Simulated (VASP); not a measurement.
```xyz
2
Lattice="0.0000 3.1521 3.1521 3.1521 0.0000 3.1521 3.1521 3.1521 0.0000" Properties=species:S:1:pos:R:3 pbc="T T T"
K      0.0000     0.0000     0.0000
Cl     3.1521     3.1521     3.1521
```

The numbers are results of MS2 meta-GGA, VASP's PBE PAW potentials (set 64) (plane waves; VASP 6.6.1), not measurements. Run with 520 eV cut-off, 7×7×7 Γ-centred mesh, Gaussian smearing of 0.050 eV, potentials K_sv Cl.

### Question
Predict the energy per atom (σ→0), band gap (on the k-mesh) with the smallest direct gap where there is one.

### Answer

```yaml
band gap (on the k-mesh): 5.81 eV
smallest direct gap (on the k-mesh): 5.81 eV
energy per atom (σ→0): -8614 meV/atom
```

The compound is KCl in the rock salt structure. It was relaxed first.
